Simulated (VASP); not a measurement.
Here is the system:

```
CELL_PARAMETERS angstrom
      0.00000     3.07634     3.07634
      3.07634     0.00000     3.07634
      3.07634     3.07634     0.00000
ATOMIC_POSITIONS crystal
  Tc 0.00000 0.00000 0.00000
  Si 0.25000 0.25000 0.25000
  Si 0.75000 0.75000 0.75000
```

All values below come from PBE GGA, VASP's PBE PAW potentials (set 64) (plane waves; VASP). Settings: 300 eV cut-off, 8×8×8 Γ-centred mesh, Gaussian smearing of 0.10 eV, potentials Tc_pv Si.

At this cut-off the stress carries a Pulay error, which pulls relaxed volumes low. Energy and stress use the plane-wave basis of the starting cell.

Task: The ions, cell shape and volume are relaxed. Predict the relaxed structure.

Result: 
```
CELL_PARAMETERS angstrom
      0.00000     2.86190     2.86190
      2.86190     0.00000     2.86190
      2.86190     2.86190     0.00000
ATOMIC_POSITIONS crystal
  Tc 0.00000 0.00000 0.00000
  Si 0.25000 0.25000 0.25000
  Si 0.75000 0.75000 0.75000
```
Space group Fm-3m (225), at a tolerance of 0.03 Å.

Task: How do energy and volume change from the first to the last step?

Result: The energy (σ→0) changes by -295.0 meV/atom and the volume by -19.5 %, in 7 ionic steps.

```
step  E(σ→0) (eV)  max force (eV/Å)  pressure (GPa)  volume (Å³)
----  -----------  ----------------  --------------  -----------
1        -20.2640             0.000          -20.33        58.23
2        -20.4493             0.000           36.29        39.84
3        -21.1479             0.000           -1.11        47.20
4        -21.1491             0.000           -0.17        46.93
5        -21.1489             0.000            0.56        46.72
6        -21.1487             0.000           -0.59        47.06
7        -21.1491             0.000            0.00        46.88
```

The structure was generated: Si2Tc was put into an ordered model structure, which need not be its known phase. This run relaxes it. Symmetry was kept, so distortions that lower it aren't found. The run is one of a series of settings (EDIFFG = -0.01, IBRION = 2, ISIF = 3, NSW = 50 against the base run), some of them coarse on purpose. The electron count is odd and the run is not spin-polarised, which forces a metal.
